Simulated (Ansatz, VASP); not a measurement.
## C (amorphous carbon): VASP beside Ansatz

Wanted: the spread between two codes on one cell, functional and k mesh. The cell is taken from a series of runs on this material, whose earlier steps may have relaxed, scaled, displaced or heated it; both programs get it as it stands.

Method: plane waves, with VASP 6.6.1 beside it; single point at RPBE, in Ansatz 0.2.0.

## (1) The starting structure

The cell holds 123 atoms: 123 C. Its edges and angles: a = 11.085 Å, b = 11.085 Å, c = 11.085 Å, α = 90.0°, β = 90.0°, γ = 90.0°. As first built, before any earlier steps moved the atoms (in the runner's words): 123 atoms (123 C) placed at random at 1.8 g/cm^3, melted at 6000 K for 10 ps at fixed volume with the LCBOP (Los and Fasolino, Phys. Rev. B 68, 024107 (2003)). Quenched from 5000 K to 300 K at 500 K/ps and fixed volume, held 5 ps, then minimised at fixed cell.

## (2) VASP: single point, RPBE

A single point gives forces, pressure and levels at one fixed geometry, so differences don't come from the geometry; what else differs is listed under the comparison.

Lines of VASP's logs that name or quote its potential files are left out, and so is its time.

Input file INCAR:

```
SYSTEM = C
PREC = Accurate
ENCUT = 600
EDIFF = 1E-06
NELM = 120
ISMEAR = -1
SIGMA = 0.05
LREAL = Auto
ALGO = Normal
GGA = RP
NBANDS = 336
LORBIT = 11
LWAVE = .FALSE.
LCHARG = .FALSE.
ISIF = 2
LASPH = .TRUE.
GGA_COMPAT = .FALSE.
NCORE = 4
```

Input file POSCAR:

```
C
1.0
   11.0851000000      0.0000000000      0.0000000000
    0.0000000000     11.0851000000      0.0000000000
    0.0000000000      0.0000000000     11.0851000000
C
123
Direct
    0.5563200000      0.0673300000      0.2217000000
    0.6571600000      0.6291100000      0.0463300000
    0.2829500000      0.3541300000      0.3819700000
    0.2068900000      0.0608600000      0.9873200000
    0.6923200000      0.5740700000      0.3417800000
    0.0549000000      0.9610300000      0.4723000000
    0.7240500000      0.2995400000      0.3972100000
    0.2990300000      0.4587700000      0.3088700000
    0.4196800000      0.1289200000      0.9036600000
    0.8560000000      0.4828600000      0.6184800000
    0.3216900000      0.8044600000      0.3379800000
    0.5682200000      0.7642900000      0.3663100000
    0.9824900000      0.3765700000      0.4731200000
    0.6344400000      0.7498700000      0.8746300000
    0.1746000000      0.5908800000      0.9480700000
    0.7961000000      0.9474800000      0.9769600000
    0.3130700000      0.4648700000      0.6743400000
    0.1372000000      0.9858100000      0.5721300000
    0.7546000000      0.7376400000      0.8369000000
    0.2561100000      0.0631000000      0.7732900000
    0.2155000000      0.7177700000      0.0077700000
    0.1040500000      0.5062600000      0.2782100000
    0.1428900000      0.4863500000      0.0139700000
    0.1512400000      0.9878000000      0.7881300000
    0.5307000000      0.5686800000      0.7450500000
    0.7436800000      0.0454000000      0.3521500000
    0.9380600000      0.0045000000      0.2434000000
    0.4585000000      0.1244400000      0.1314400000
    0.6877500000      0.1679700000      0.6478900000
    0.3029300000      0.1014600000      0.6560900000
[... 87 atom lines left out ...]
    0.9877400000      0.7803800000      0.2357700000
    0.4008200000      0.5428800000      0.7263300000
    0.8038200000      0.0404400000      0.4694300000
    0.0991900000      0.9312400000      0.6848600000
    0.2606700000      0.6906700000      0.2500200000
    0.8647500000      0.6152600000      0.2095000000
```

Input file KPOINTS:

```
Automatic mesh
0
Gamma
1 1 1
0 0 0
```

The projector-augmented-wave data sets are C (PBE family, release 64).

Command:

```sh
mpirun -np 16 vasp_gam
```

Numbers of over 12 decimals in the logs are rounded to 6 here.

What it wrote:

```text
[banner, memory and clock lines left out]
running   16 mpi-ranks, on    1 nodes
[...]
|                                                                             |
|               ----> ADVICE to this user running VASP <----                  |
|                                                                             |
|     You enforced a specific xc type in the INCAR file but a different       |
|     [... a line on the potential file left out ...]
|     I HOPE YOU KNOW WHAT YOU ARE DOING!                                     |
|                                                                             |

 LDA part: xc-table for (Slater+PW92), standard interpolation
 POSCAR, INCAR and KPOINTS ok, starting setup
[...]
entering main loop
       N       E                     dE             d eps       ncg     rms          rms(c)
DAV:   1     0.387270827182E+04    0.38727E+04   -0.29842E+05   672   0.159E+03
DAV:   2    -0.641727433685E+03   -0.45144E+04   -0.42582E+04   864   0.342E+02
DAV:   3    -0.102076460134E+04   -0.37904E+03   -0.36847E+03   808   0.984E+01
DAV:   4    -0.103306315016E+04   -0.12299E+02   -0.12192E+02   832   0.189E+01
[...]
DAV:  20    -0.980470945803E+03    0.74320E-05   -0.54346E-06   648   0.378E-03    0.184E-03
DAV:  21    -0.980470944481E+03    0.13220E-05   -0.96607E-07   520   0.182E-03    0.976E-04
DAV:  22    -0.980470944295E+03    0.18585E-06   -0.36739E-07   504   0.109E-03
   1 F= -.98047094E+03 E0= -.98038521E+03  d E =-.171462E+00
```

OUTCAR, selected parts (step 2):

```text
  FREE ENERGIE OF THE ION-ELECTRON SYSTEM (eV)
  ---------------------------------------------------
  free  energy   TOTEN  =      -980.4709442952 eV

  energy  without entropy=     -980.2994820106  energy(sigma->0) =     -980.38521315
```

The gap is under twice the smearing width, so the edge states are partly filled and the run can't tell a small gap from a semimetal.

## (3) Ansatz: single point, RPBE

Ansatz runs on its default PAW (the set named soft_2) files.

The same cell, functional, mesh and smearing now go to Ansatz, which takes its cutoff from its data sets.

Input file input.yaml:

```yaml
crystal:
  lattice:
    - [11.0851, 0.0, 0.0]
    - [0.0, 11.0851, 0.0]
    - [0.0, 0.0, 11.0851]
  atoms:
    - { symbol: C, position: [0.55632, 0.06733, 0.2217] }
    - { symbol: C, position: [0.65716, 0.62911, 0.04633] }
    - { symbol: C, position: [0.28295, 0.35413, 0.38197] }
    - { symbol: C, position: [0.20689, 0.06086, 0.98732] }
    - { symbol: C, position: [0.69232, 0.57407, 0.34178] }
    - { symbol: C, position: [0.0549, 0.96103, 0.4723] }
    - { symbol: C, position: [0.72405, 0.29954, 0.39721] }
    - { symbol: C, position: [0.29903, 0.45877, 0.30887] }
    - { symbol: C, position: [0.41968, 0.12892, 0.90366] }
    - { symbol: C, position: [0.856, 0.48286, 0.61848] }
    - { symbol: C, position: [0.32169, 0.80446, 0.33798] }
    - { symbol: C, position: [0.56822, 0.76429, 0.36631] }
    - { symbol: C, position: [0.98249, 0.37657, 0.47312] }
    - { symbol: C, position: [0.63444, 0.74987, 0.87463] }
    - { symbol: C, position: [0.1746, 0.59088, 0.94807] }
    - { symbol: C, position: [0.7961, 0.94748, 0.97696] }
    - { symbol: C, position: [0.31307, 0.46487, 0.67434] }
    - { symbol: C, position: [0.1372, 0.98581, 0.57213] }
    - { symbol: C, position: [0.7546, 0.73764, 0.8369] }
    - { symbol: C, position: [0.25611, 0.0631, 0.77329] }
    - { symbol: C, position: [0.2155, 0.71777, 0.00777] }
    - { symbol: C, position: [0.10405, 0.50626, 0.27821] }
    - { symbol: C, position: [0.14289, 0.48635, 0.01397] }
    - { symbol: C, position: [0.15124, 0.9878, 0.78813] }
    - { symbol: C, position: [0.5307, 0.56868, 0.74505] }
    - { symbol: C, position: [0.74368, 0.0454, 0.35215] }
    - { symbol: C, position: [0.93806, 0.0045, 0.2434] }
    - { symbol: C, position: [0.4585, 0.12444, 0.13144] }
    - { symbol: C, position: [0.68775, 0.16797, 0.64789] }
    - { symbol: C, position: [0.30293, 0.10146, 0.65609] }
[... 87 atom lines left out ...]
    - { symbol: C, position: [0.98774, 0.78038, 0.23577] }
    - { symbol: C, position: [0.40082, 0.54288, 0.72633] }
    - { symbol: C, position: [0.80382, 0.04044, 0.46943] }
    - { symbol: C, position: [0.09919, 0.93124, 0.68486] }
    - { symbol: C, position: [0.26067, 0.69067, 0.25002] }
    - { symbol: C, position: [0.86475, 0.61526, 0.2095] }
kpoints:
  mp_grid: { grid: [1, 1, 1] }
hamiltonian:
  xc: rpbe
scf:
  occupations: { method: fermi_dirac, width: 0.05 }
output:
  forces: true
  stress: true
  populations: true
  dos:
    method: { smearing: { sigma: 0.08 } }
    de: 0.1
    projected: { site_lists: { C: [C] } }
  eigenvalues: true
  write_density: true
  write_potential: true
  volumetric_format: npy
```

Command:

```sh
ansatz run input.yaml --threads 4 --pin off --max-ram 8192MiB --backend cpu --events-out ev --progress --plain --runs-dir out
```

What it wrote:

```text
Engine: ansatz 0.2.0, aarch64-unknown-linux-gnu
Pseudopotentials: kind: paw
Pseudopotential: C, paw, valence charge 4, recommended cutoff 420 eV (normal), C.paw.azcp
Functional definition: RPBE
  parameter kappa = 0.804
  parameter beta = 0.066725
  exchange = rpbe_x(kappa = kappa, mu = beta*pi^2/3)
  correlation = pbe_c(beta = beta)
Crystal: 123 atoms, lattice volume = 1362.131 Å³
Basis set: ecut = 420 eV, 26745 PW (Γ), exchange–correlation on 150×150×150 points (8 copies of the dense FFT grid, shifted against one another)
Bands: 369, of which v1, the nominal top of the filled ones, is band 246 counted from 1 (245 counted from 0)
Symmetry: 1 space group operations
Space group: P1 (ITA 1), of the structure as read, at distance tolerance 1.1e-4 Å
k-points: 1
Non-local potential: C, projectors of the file, l = 0: 2, l = 1: 2, l = 2: 1
PAW form: soft (Blöchl's): semilocal exchange-correlation on the pseudo side does not see the compensation charge
PAW frozen core: C, regenerated for the run's functional, and the local potential with it (the file was generated under x = pbe(κ = 0.804, μ = 0.219515), c = pbe(β = 0.066725))
PAW one-centre angular grid: C, 110 points (default); XC on 64 Gauss nodes
Initial density: superposition of atomic densities (neutral atoms: chi_scale 0, normalization atom), corrected by the library's trained network
Initial wavefunctions: pseudopotential atomic-orbital guess
Functional: x = rpbe, c = pbe(β = 0.066725)
SCF iter   1: F=—  HF=-30922.934811 eV  |F-HF|=—  |Δ(HF+E_count)|=         —  Δρ=1.36e-2  dr2=4.63e0  ethr=1.77e-3  ⟨swp⟩=5.0  Hψ=1471  notcnv=0  defer=102
preconditioner: auto → LDOS  [insulator: Δε(μ)=0.140 eV  Ē_g=13.780 eV  σ=0.050 eV  W_gap=0.60  n_scr=256 (ndim 8)  ℏωp=22.3 eV  f_vac=0.174  D(μ)=16.44/eV (n_scr^D=80)  ε∞_Penn≈3.6  β→1.0]
SCF iter   2: F=—  HF=-30922.686604 eV  |F-HF|=—  |Δ(HF+E_count)|=   2.48e-1  Δρ=8.11e-3  dr2=1.71e0  ethr=9.40e-4  ⟨swp⟩=2.0  Hψ=562  notcnv=0  defer=102
SCF iter   3: F=—  HF=-30922.432826 eV  |F-HF|=—  |Δ(HF+E_count)|=   2.54e-1  Δρ=3.04e-3  dr2=2.13e-1  ethr=3.47e-4  ⟨swp⟩=2.0  Hψ=475  notcnv=0  defer=102
SCF iter   4: F=—  HF=-30922.405210 eV  |F-HF|=—  |Δ(HF+E_count)|=   2.76e-2  Δρ=1.02e-3  dr2=2.20e-2  ethr=4.33e-5  ⟨swp⟩=2.0  Hψ=517  notcnv=0  defer=102
SCF iter   5: F=—  HF=-30922.403245 eV  |F-HF|=—  |Δ(HF+E_count)|=   1.97e-3  Δρ=4.43e-4  dr2=3.91e-3  ethr=4.47e-6  ⟨swp⟩=2.0  Hψ=431  notcnv=0  defer=102
SCF iter   6: F=—  HF=-30922.403094 eV  |F-HF|=—  |Δ(HF+E_count)|=   1.51e-4  Δρ=2.08e-4  dr2=8.74e-4  ethr=7.95e-7  ⟨swp⟩=2.0  Hψ=470  notcnv=0  defer=102
SCF iter   7: F=—  HF=-30922.403075 eV  |F-HF|=—  |Δ(HF+E_count)|=   1.94e-5  Δρ=8.86e-5  dr2=1.80e-4  ethr=1.78e-7  ⟨swp⟩=2.0  Hψ=442  notcnv=0  defer=102
SCF iter   8: F=—  HF=-30922.403082 eV  |F-HF|=—  |Δ(HF+E_count)|=   6.84e-6  Δρ=3.29e-5  dr2=2.52e-5  ethr=3.66e-8  ⟨swp⟩=2.0  Hψ=455  notcnv=0  defer=102
SCF iter   9: F=—  HF=-30922.400866 eV  |F-HF|=—  |Δ(HF+E_count)|=   2.22e-3  Δρ=1.24e-5  dr2=3.19e-6  ethr=5.12e-9  ⟨swp⟩=3.0  Hψ=642  notcnv=0  defer=102
SCF iter  10: F=—  HF=-30922.400866 eV  |F-HF|=—  |Δ(HF+E_count)|=   1.64e-7  Δρ=4.48e-6  dr2=3.51e-7  ethr=6.49e-10  ⟨swp⟩=3.0  Hψ=589  notcnv=0  defer=102
SCF iter  11: F=-30922.400866 eV  HF=-30922.400866 eV  |F-HF|=3.47e-8  |Δ(HF+E_count)|=   7.41e-9  Δρ=1.95e-6  dr2=6.34e-8  ethr=2.03e-11  ⟨swp⟩=28.0  Hψ=3600  notcnv=0
SCF 1 converged in 11 iterations: F = -30922.400866 eV  dr2 = 6.34e-8
  greatest PAW one-centre occupation: 0.700 electrons in one spin orbital (limit 2), on the C atom at site 92 (counted from 0), in its partial waves of l = 0
[...]
atom  85  C      1.49265509     0.72136689    -2.93123330
  atom  86  C     -0.87595275     1.83350121    -0.02541755
  atom  87  C     -0.61035541     0.45805602     0.18332722
  atom  88  C      0.83720389    -0.70127331     1.11107653
  atom  89  C     -0.36961066     0.45516898    -0.13722125
  atom  90  C     -1.97479933    -0.11155460    -0.30114959
  atom  91  C     -2.32272870    -0.16980836    -0.02706943
  atom  92  C      2.62643596     0.03928888     0.89988241
  atom  93  C      0.55217752     0.26621895    -0.48099743
  atom  94  C      3.82316100    -0.80735493    -0.86846964
  atom  95  C      0.05167036    -0.72202089    -0.26224265
  atom  96  C      0.84689362    -0.14838630     1.73053694
  atom  97  C      0.35342048     0.28130498    -2.13221513
  atom  98  C     -0.57312153     0.33790443     0.92313508
  atom  99  C      0.75556879     4.39230244     0.46397472
  atom 100  C     -0.28576981     1.31725251     0.22157735
  atom 101  C     -0.16462544    -0.62418430     0.44956017
  atom 102  C      0.81597433     0.53764600     0.17195432
  atom 103  C     -3.21957027    -1.46841078    -0.23240310
  atom 104  C     -0.04925453     1.57582478    -1.11033164
  atom 105  C      0.48619698     0.72554914     1.43572433
  atom 106  C     -0.68267870    -0.33237129    -2.14824772
  atom 107  C     -0.52892107    -0.28304211    -1.35157079
  atom 108  C      0.91633489     0.47607298    -0.25338628
[...]
atom 116  C     -0.89564313     0.08912332    -1.12082845
  atom 117  C     -2.96776333    -0.31674984     0.23956714
  atom 118  C     -0.65994865    -1.16474250    -2.20505480
  atom 119  C     -0.21654130     1.62427655     1.57155485
  atom 120  C     -0.04980153     0.36695247     0.91566646
  atom 121  C      0.05615099    -0.03855153     0.29659506
  atom 122  C      0.68653700     1.06414034     1.19647663
  atom 123  C     -0.71918646    -0.37605258     0.54234955
  max |Σ_I F_I| component: 1.27e-4 eV/Å
--- Stress (GPa, compression-positive) ---
      -10.843463       0.531248       0.938089
        0.531247      -8.057377      -0.318727
        0.938088      -0.318727      -5.859328
  P = ⅓ Tr σ = -8.2534 GPa (-82.534 kbar)
--- Band table (eV) ---
  k-point 0: bands = [... 242 lower, 4.4169, 4.4810, 4.5077, 4.6194, 4.6969, 4.8596, 4.9334, 5.0647, ... 119 higher]
--- Löwdin populations: 123 sites ---
  site symbol       q [e]
     0      C      4.0099
     1      C      3.9591
     2      C      3.9850
     3      C      3.9626
     4      C      3.9937
     5      C      3.9497
     6      C      3.9477
     7      C      3.9258
     8      C      3.9535
     9      C      3.9450
    10      C      3.9846
    11      C      3.9385
    12      C      3.9392
    13      C      3.9849
    14      C      3.9862
    15      C      3.9731
    16      C      3.9284
    17      C      3.9520
    18      C      3.9735
    19      C      3.9754
    20      C      3.9416
    21      C      3.9709
    22      C      3.9546
    23      C      3.9396
[...]
115      C      3.9524
   116      C      3.9783
   117      C      3.9992
   118      C      3.9946
   119      C      3.9729
   120      C      3.9732
   121      C      4.0103
   122      C      3.9649
  spilling = 0.009525 (of n_electrons = 492.000000)
```

Reading the cycles: dr2 is the Hartree energy of the density residual (eV), the measure of convergence; HF is the Harris–Foulkes estimate of the energy, which meets the free energy F at convergence.

## (4) Comparison

Known differences besides the potentials themselves: the cutoff is 420 eV in Ansatz and 600 eV in VASP (PREC = Accurate, projectors in real space); Ansatz makes its cores anew for this functional, VASP keeps those of its PBE data sets. Total energies have different zeros and are not compared.

The two programs side by side:

| quantity | Ansatz | VASP | difference |
| --- | --- | --- | --- |
| pressure (GPa) | -8.25 | -8.36 | +0.10 |

Forces on 9 of the 123 atoms, those with the largest forces and the largest differences (eV/Å; atoms numbered as in POSCAR):

| atom | Ansatz x, y, z | VASP x, y, z |
| --- | --- | --- |
| C55 | -1.078, -3.201, 3.439 | -1.082, -3.262, 3.470 |
| C73 | -0.991, -2.773, -2.468 | -1.006, -2.800, -2.492 |
| C75 | 4.481, -1.159, 0.377 | 4.529, -1.137, 0.404 |
| C84 | 2.737, -0.475, 1.221 | 2.790, -0.439, 1.257 |
| C94 | 3.823, -0.807, -0.868 | 3.886, -0.822, -0.887 |
| C99 | 0.756, 4.392, 0.464 | 0.781, 4.417, 0.456 |
| C103 | -3.220, -1.468, -0.232 | -3.301, -1.471, -0.244 |
| C114 | 0.585, 2.478, 3.191 | 0.605, 2.490, 3.220 |
| C115 | -3.096, 2.024, 0.807 | -3.140, 2.044, 0.816 |

The forces differ by 19 meV/Å r.m.s., which is 1.6 % of the r.m.s. force of 1.191 eV/Å (both taken over all components).

## (5) Summary of results

| Property | Result |
| --- | --- |
| r.m.s. force difference (single point, RPBE) | 1.6 % of the r.m.s. force |

The r.m.s. force difference is 1.6 % of the r.m.s. force (single point, RPBE), within the 3 % picked in this series as the mark of a large difference. How closely two codes agree says nothing of how well the functional describes the real material.

[Lines on the potential files, build, host, timing and source positions are cut from VASP's logs without a mark.]

[Logs are printed without paths, hosts, clocks, repeated set-up lines and the standing remarks that a program may print on its own settings, such as how far it seeks lower states.]

[Hosts, paths, dates, database ids (printed as entryN), source tags and the programs' standing remarks are cut or masked in the printed files.]
